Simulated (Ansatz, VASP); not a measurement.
# Ca4Mg4Si37B6O91 (glassy 77SiO2-6B2O3-8CaO-8MgO (mol %)): VASP beside Ansatz

Wanted: the spread between two codes on one cell, functional and k mesh. The cell is taken from a series of runs on this material, whose earlier steps may have relaxed, scaled, displaced or heated it; both programs get it as it stands.

Program: Ansatz 0.2.0. Level of theory: plane waves, with VASP 6.6.1 beside it; single point at PBE. Results are calculated unless marked as measured.

### 1. Set-up

The cell holds 142 atoms: 37 Si, 6 B, 4 Ca, 4 Mg and 91 O. Its edges and angles: a = 12.196 Å, b = 12.678 Å, c = 12.709 Å, α = 89.4°, β = 87.5°, γ = 89.9°. As first built, before any earlier steps moved the atoms (in the runner's words): 142 atoms (37 Si, 6 B, 4 Ca, 4 Mg, 91 O) placed at random at 2.31 g/cm^3, melted at 3000 K for 20 ps at fixed volume with the Buckingham and Coulomb pair potential of Guillot and Sator (Geochim. Cosmochim. Acta 71, 1249 (2007)) with the boron terms of Wang et al. (J. Non-Cryst. Solids 498, 294 (2018)). Quenched from 3000 K to 300 K at 100 K/ps and fixed volume, held 10 ps at zero pressure.

### 2. Ansatz: single point, PBE

Ansatz runs on its default PAW (the set named soft_2) files.

A single point gives forces, pressure and levels at one fixed geometry, so differences don't come from the geometry; what else differs is listed under the comparison.

The input, input.yaml:

```yaml
crystal:
  lattice:
    - [12.19329, 0.01523, 0.27541]
    - [0.01523, 12.67783, 0.0718]
    - [0.27541, 0.0718, 12.70541]
  atoms:
    - { symbol: Si, position: [0.27642, 0.27886, 0.47234] }
    - { symbol: Si, position: [0.22996, 0.39749, 0.66678] }
    - { symbol: Si, position: [0.98249, 0.54252, 0.46306] }
    - { symbol: Si, position: [0.60876, 0.36229, 0.14962] }
    - { symbol: Si, position: [0.487, 0.04434, 0.23346] }
    - { symbol: Si, position: [0.66812, 0.7489, 0.94504] }
    - { symbol: Si, position: [0.9014, 0.88972, 0.9429] }
    - { symbol: Si, position: [0.2875, 0.32897, 0.98244] }
    - { symbol: Si, position: [0.47277, 0.13339, 0.55278] }
    - { symbol: Si, position: [0.04827, 0.16431, 0.47254] }
    - { symbol: Si, position: [0.62743, 0.89121, 0.11985] }
    - { symbol: Si, position: [0.66844, 0.88505, 0.67047] }
    - { symbol: Si, position: [0.1812, 0.21701, 0.81492] }
    - { symbol: Si, position: [0.41708, 0.12219, 0.01018] }
    - { symbol: Si, position: [0.37244, 0.95843, 0.43143] }
    - { symbol: Si, position: [0.49461, 0.77374, 0.77792] }
    - { symbol: Si, position: [0.89199, 0.59792, 0.13924] }
    - { symbol: Si, position: [0.1281, 0.70148, 0.59374] }
    - { symbol: Si, position: [0.73518, 0.39223, 0.7761] }
    - { symbol: Si, position: [0.41139, 0.40048, 0.3005] }
    - { symbol: Si, position: [0.67241, 0.25172, 0.54964] }
    - { symbol: Si, position: [0.43648, 0.51461, 0.92657] }
    - { symbol: Si, position: [0.81692, 0.06938, 0.62775] }
    - { symbol: Si, position: [0.77221, 0.07451, 0.04479] }
    - { symbol: Si, position: [0.76701, 0.64404, 0.49] }
    - { symbol: Si, position: [0.22548, 0.483, 0.17334] }
    - { symbol: Si, position: [0.25929, 0.71789, 0.2089] }
    - { symbol: Si, position: [0.86834, 0.55393, 0.88374] }
    - { symbol: Si, position: [0.13865, 0.94967, 0.56758] }
    - { symbol: Si, position: [0.5405, 0.5505, 0.44815] }
[... 106 atom lines left out ...]
    - { symbol: O, position: [0.58482, 0.8378, 0.37786] }
    - { symbol: O, position: [0.98878, 0.52796, 0.83239] }
    - { symbol: O, position: [0.08018, 0.12941, 0.82866] }
    - { symbol: O, position: [0.49192, 0.12454, 0.67649] }
    - { symbol: O, position: [0.64995, 0.48182, 0.11602] }
    - { symbol: O, position: [0.16823, 0.21301, 0.44216] }
kpoints:
  mp_grid: { grid: [1, 1, 1] }
hamiltonian:
  xc: pbe
scf:
  occupations: { method: fermi_dirac, width: 0.025 }
output:
  forces: true
  stress: true
  populations: intrinsic
  dos:
    method: { smearing: { sigma: 0.1 } }
    de: 0.1
    projected: { site_lists: { B: [B], Ca: [Ca], Mg: [Mg], O: [O], Si: [Si] } }
  eigenvalues: true
  write_density: true
  write_potential: true
  volumetric_format: npy
```

Started as:

```sh
$ ansatz run input.yaml --threads 4 --pin off --max-ram 8192MiB --backend cpu --events-out ev --progress --plain --runs-dir out
```

Numbers of over 12 decimals in the logs are rounded to 6 here.

What it wrote:

```text
Engine: ansatz 0.2.0, x86_64-unknown-linux-gnu
Pseudopotentials: kind: paw
Pseudopotential: Si, paw, valence charge 4, recommended cutoff 420 eV (normal), Si.paw.azcp
Pseudopotential: B, paw, valence charge 3, recommended cutoff 420 eV (normal), B.paw.azcp
Pseudopotential: Ca, paw, valence charge 10, recommended cutoff 420 eV (normal), Ca.paw.azcp
Pseudopotential: Mg, paw, valence charge 10, recommended cutoff 420 eV (normal), Mg.paw.azcp
Pseudopotential: O, paw, valence charge 6, recommended cutoff 420 eV (normal), O.paw.azcp
Functional definition: PBE
  parameter kappa = 0.804
  parameter beta = 0.066725
  exchange = pbe_x(kappa = kappa, mu = beta*pi^2/3)
  correlation = pbe_c(beta = beta)
Crystal: 142 atoms, lattice volume = 1963.032 Å³
Basis set: ecut = 420 eV, 38357 PW (Γ), exchange–correlation on 180×180×180 points (8 copies of the dense FFT grid, shifted against one another)
Bands: 538, of which v1, the nominal top of the filled ones, is band 396 counted from 1 (395 counted from 0)
Symmetry: 1 space group operations
Space group: P1 (ITA 1), of the structure as read, at distance tolerance 1.3e-4 Å
k-points: 1
Non-local potential: Si, projectors of the file, l = 0: 2, l = 1: 2, l = 2: 2
Non-local potential: B, projectors of the file, l = 0: 2, l = 1: 2, l = 2: 1
Non-local potential: Ca, projectors of the file, l = 0: 3, l = 1: 2, l = 2: 2
Non-local potential: Mg, projectors of the file, l = 0: 3, l = 1: 2, l = 2: 1
Non-local potential: O, projectors of the file, l = 0: 2, l = 1: 2, l = 2: 1
PAW form: soft (Blöchl's): semilocal exchange-correlation on the pseudo side does not see the compensation charge
PAW one-centre angular grid: Si, 110 points (default); XC on 64 Gauss nodes
PAW one-centre angular grid: B, 110 points (default); XC on 64 Gauss nodes
PAW one-centre angular grid: Ca, 110 points (default); XC on 64 Gauss nodes
PAW one-centre angular grid: Mg, 110 points (default); XC on 64 Gauss nodes
PAW one-centre angular grid: O, 110 points (default); XC on 64 Gauss nodes
Initial density: superposition of atomic densities (neutral atoms: chi_scale 0, normalization atom), corrected by the library's trained network
Initial wavefunctions: pseudopotential atomic-orbital guess
Functional: x = pbe(κ = 0.804, μ = 0.219515), c = pbe(β = 0.066725)
SCF iter   1: F=—  HF=-91210.582374 eV  |F-HF|=—  |Δ(HF+E_count)|=         —  Δρ=2.31e-3  dr2=1.35e-1  ethr=1.77e-3  ⟨swp⟩=8.0  Hψ=2820  notcnv=0  defer=116
preconditioner: auto → Resta (q_TF=auto, 2.345 Å⁻¹)  ε∞=3.1  [insulator: Δε(μ)=3.924 eV  Ē_g=16.045 eV  σ=0.025 eV  W_gap=1.00  n_scr=440 (ndim 8)  ℏωp=23.0 eV  f_vac=0.198  D(μ)=0.00/eV (n_scr^D=0)  ε∞_Penn≈3.1  vacuum switching on, ρ_ref=1.9e-2 e/Å³]
SCF iter   2: F=—  HF=-91210.566198 eV  |F-HF|=—  |Δ(HF+E_count)|=   1.62e-2  Δρ=1.16e-3  dr2=2.56e-2  ethr=1.71e-5  ⟨swp⟩=3.0  Hψ=1004  notcnv=0  defer=136
SCF iter   3: F=—  HF=-91210.570562 eV  |F-HF|=—  |Δ(HF+E_count)|=   4.36e-3  Δρ=4.98e-4  dr2=5.75e-3  ethr=3.23e-6  ⟨swp⟩=2.0  Hψ=696  notcnv=0  defer=136
SCF iter   4: F=—  HF=-91210.570746 eV  |F-HF|=—  |Δ(HF+E_count)|=   1.84e-4  Δρ=1.54e-4  dr2=4.00e-4  ethr=7.26e-7  ⟨swp⟩=2.0  Hψ=778  notcnv=0  defer=136
SCF iter   5: F=—  HF=-91210.570836 eV  |F-HF|=—  |Δ(HF+E_count)|=   8.93e-5  Δρ=8.08e-5  dr2=9.69e-5  ethr=5.05e-8  ⟨swp⟩=2.0  Hψ=691  notcnv=0  defer=136
SCF iter   6: F=—  HF=-91210.572632 eV  |F-HF|=—  |Δ(HF+E_count)|=   1.80e-3  Δρ=1.86e-5  dr2=4.66e-6  ethr=1.22e-8  ⟨swp⟩=2.0  Hψ=922  notcnv=0  defer=136
SCF iter   7: F=—  HF=-91210.572635 eV  |F-HF|=—  |Δ(HF+E_count)|=   2.54e-6  Δρ=8.05e-6  dr2=9.85e-7  ethr=5.88e-10  ⟨swp⟩=2.0  Hψ=798  notcnv=0  defer=136
SCF iter   8: F=-91210.572635 eV  HF=-91210.572635 eV  |F-HF|=9.60e-10  |Δ(HF+E_count)|=   2.38e-7  Δρ=2.38e-6  dr2=9.32e-8  ethr=1.26e-11  ⟨swp⟩=19.0  Hψ=5517  notcnv=0
SCF 1 converged in 8 iterations: F = -91210.572635 eV  dr2 = 9.32e-8
  greatest PAW one-centre occupation: 1.000 electrons in one spin orbital (limit 2), on the Mg atom at site 47 (counted from 0), in its partial waves of l = 0
[...]
--- Stress (GPa, compression-positive) ---
       -0.003022      -0.006611      -0.004723
       -0.006610      -0.000661       0.002646
       -0.004727       0.002645      -0.003692
  P = ⅓ Tr σ = -0.0025 GPa (-0.025 kbar)
--- Band table (eV) ---
  k-point 0: bands = [... 392 lower, 2.6838, 2.8679, 2.9015, 3.1125, 7.0133, 8.1116, 8.1431, 8.1978, ... 138 higher]
--- intrinsic populations: 142 sites ---
  site symbol       q [e]
     0     Si      2.2425
     1     Si      2.3441
     2     Si      2.2143
     3     Si      2.2215
     4     Si      2.2510
     5     Si      2.2731
     6     Si      2.3067
     7     Si      2.2557
     8     Si      2.3268
     9     Si      2.2409
    10     Si      2.2792
    11     Si      2.2437
    12     Si      2.3035
    13     Si      2.3118
    14     Si      2.2556
    15     Si      2.4235
    16     Si      2.3003
    17     Si      2.3145
    18     Si      2.2427
    19     Si      2.2270
    20     Si      2.2703
    21     Si      2.3825
    22     Si      2.2480
    23     Si      2.2397
[...]
134      O      6.6764
   135      O      6.8662
   136      O      6.6649
   137      O      6.8801
   138      O      6.8773
   139      O      7.1857
   140      O      6.6515
   141      O      6.8730
  spilling = 0.000000 (of n_electrons = 792.000000)
```

### 3. VASP: single point, PBE

The same cell, functional, mesh and smearing now go to VASP, with its own data sets.

Lines of VASP's logs that name or quote its potential files are left out, and so is its time.

The input, INCAR:

```
SYSTEM = Ca4Mg4Si37B6O91
PREC = Accurate
ENCUT = 600
EDIFF = 1E-06
NELM = 120
ISMEAR = -1
SIGMA = 0.025
LREAL = Auto
ALGO = Normal
GGA = PE
NBANDS = 479
LORBIT = 11
LWAVE = .FALSE.
LCHARG = .FALSE.
ISIF = 2
LASPH = .TRUE.
GGA_COMPAT = .FALSE.
EFERMI = MIDGAP
```

The input, POSCAR:

```
Ca4Mg4Si37B6O91
1.0
   12.1932900000      0.0152300000      0.2754100000
    0.0152300000     12.6778300000      0.0718000000
    0.2754100000      0.0718000000     12.7054100000
Si B Ca Mg O
37 6 4 4 91
Direct
    0.2764200000      0.2788600000      0.4723400000
    0.2299600000      0.3974900000      0.6667800000
    0.9824900000      0.5425200000      0.4630600000
    0.6087600000      0.3622900000      0.1496200000
    0.4870000000      0.0443400000      0.2334600000
    0.6681200000      0.7489000000      0.9450400000
    0.9014000000      0.8897200000      0.9429000000
    0.2875000000      0.3289700000      0.9824400000
    0.4727700000      0.1333900000      0.5527800000
    0.0482700000      0.1643100000      0.4725400000
    0.6274300000      0.8912100000      0.1198500000
    0.6684400000      0.8850500000      0.6704700000
    0.1812000000      0.2170100000      0.8149200000
    0.4170800000      0.1221900000      0.0101800000
    0.3724400000      0.9584300000      0.4314300000
    0.4946100000      0.7737400000      0.7779200000
    0.8919900000      0.5979200000      0.1392400000
    0.1281000000      0.7014800000      0.5937400000
    0.7351800000      0.3922300000      0.7761000000
    0.4113900000      0.4004800000      0.3005000000
    0.6724100000      0.2517200000      0.5496400000
    0.4364800000      0.5146100000      0.9265700000
    0.8169200000      0.0693800000      0.6277500000
    0.7722100000      0.0745100000      0.0447900000
    0.7670100000      0.6440400000      0.4900000000
    0.2254800000      0.4830000000      0.1733400000
    0.2592900000      0.7178900000      0.2089000000
    0.8683400000      0.5539300000      0.8837400000
    0.1386500000      0.9496700000      0.5675800000
    0.5405000000      0.5505000000      0.4481500000
[... 106 atom lines left out ...]
    0.5848200000      0.8378000000      0.3778600000
    0.9887800000      0.5279600000      0.8323900000
    0.0801800000      0.1294100000      0.8286600000
    0.4919200000      0.1245400000      0.6764900000
    0.6499500000      0.4818200000      0.1160200000
    0.1682300000      0.2130100000      0.4421600000
```

The input, KPOINTS:

```
Automatic mesh
0
Gamma
1 1 1
0 0 0
```

Potentials, in the order of the species: Si, B, Ca_sv, Mg and O (PBE family, release 64).

Started as:

```sh
$ export OMP_NUM_THREADS=3
$ mpirun -np 1 vasp_gam
```

What it wrote:

```text
[banner, memory and clock lines left out]
running    1 mpi-ranks, on    1 nodes
[...]
Offloading initialized ...    1 GPUs detected
[...]
LDA part: xc-table for (Slater+PW92), standard interpolation
 POSCAR, INCAR and KPOINTS ok, starting setup
[...]
entering main loop
       N       E                     dE             d eps       ncg     rms          rms(c)
DAV:   1     0.803957993532E+04    0.80396E+04   -0.48203E+05   966   0.175E+03
DAV:   2    -0.445850744790E+03   -0.84854E+04   -0.81818E+04  1181   0.413E+02
DAV:   3    -0.120750325342E+04   -0.76165E+03   -0.75640E+03  1140   0.133E+02
DAV:   4    -0.122817032768E+04   -0.20667E+02   -0.20580E+02  1196   0.223E+01
[...]
DAV:  18    -0.108361192194E+04    0.41910E-05   -0.11532E-05  1108   0.608E-03    0.133E-02
DAV:  19    -0.108361191683E+04    0.51099E-05   -0.88184E-06   972   0.828E-03    0.531E-03
DAV:  20    -0.108361191669E+04    0.13844E-06   -0.64973E-06  1028   0.579E-03
   1 F= -.10836119E+04 E0= -.10836119E+04  d E =0.000000E+00
```

From OUTCAR (step 3):

```text
  FREE ENERGIE OF THE ION-ELECTRON SYSTEM (eV)
  ---------------------------------------------------
  free  energy   TOTEN  =     -1083.6119166920 eV

  energy  without entropy=    -1083.6119166920  energy(sigma->0) =    -1083.61191669

[... 2 further parts left out ...]
[key lines of the parts left out:]
E-fermi :   3.3648
```

The run ends at a pressure of -0.08 GPa, with forces up to 0.12 eV/Å.

### 4. Differences

Known differences besides the potentials themselves: the data sets hold 792 valence electrons in Ansatz (on its default PAW (the set named soft_2) files) and 760 in VASP; the cutoff is 420 eV in Ansatz and 600 eV in VASP (PREC = Accurate, projectors in real space). Total energies have different zeros and are not compared.

Both answers:

```
              quantity  Ansatz   VASP  difference
        pressure (GPa)    0.00  -0.08       +0.08
gap on the k mesh (eV)   3.901  3.890      +0.011
```

Forces on 7 of the 142 atoms, those with the largest forces and the largest differences (eV/Å; atoms numbered as in POSCAR):

```csv
atom,"Ansatz x, y, z","VASP x, y, z"
Si2,"-0.003, 0.000, -0.005","-0.087, 0.039, -0.024"
Si17,"-0.001, -0.011, 0.002","-0.078, -0.054, -0.015"
Si22,"-0.008, -0.008, 0.008","0.020, -0.093, -0.043"
O59,"-0.002, 0.003, 0.006","-0.026, 0.001, 0.109"
O88,"-0.003, 0.002, -0.005","0.070, -0.068, 0.023"
O89,"0.009, -0.003, 0.005","-0.027, 0.063, 0.075"
O127,"-0.011, -0.009, -0.001","-0.039, -0.067, -0.090"
```

The forces differ by 25 meV/Å r.m.s., where the r.m.s. force is 0.006 eV/Å in Ansatz and 0.026 eV/Å in VASP: the atoms lie near their places of rest in Ansatz, so a percentage would say little (all taken over all components). A gap on the mesh is an upper bound, since the band edges may lie between its points.

### 5. What came out

```yaml
r_m_s_force_difference_single_point_pbe: 25 meV/Å
```

The r.m.s. force difference is 25 meV/Å (single point, PBE), beyond the 12 meV/Å picked in this series as the mark of a large difference. The data sets hold unlike numbers of valence electrons (792 in Ansatz and 760 in VASP), so part of the differences comes from the potentials. What causes the difference of the single point, PBE pair stays open here. How closely two codes agree says nothing of how well the functional describes the real material.

[Lines on the potential files, build, host, timing and source positions are cut from VASP's logs without a mark.]

[Logs are printed without paths, hosts, clocks, repeated set-up lines and the standing remarks that a program may print on its own settings, such as how far it seeks lower states.]

[Hosts, paths, dates, database ids (printed as entryN), source tags and the programs' standing remarks are cut or masked in the printed files.]
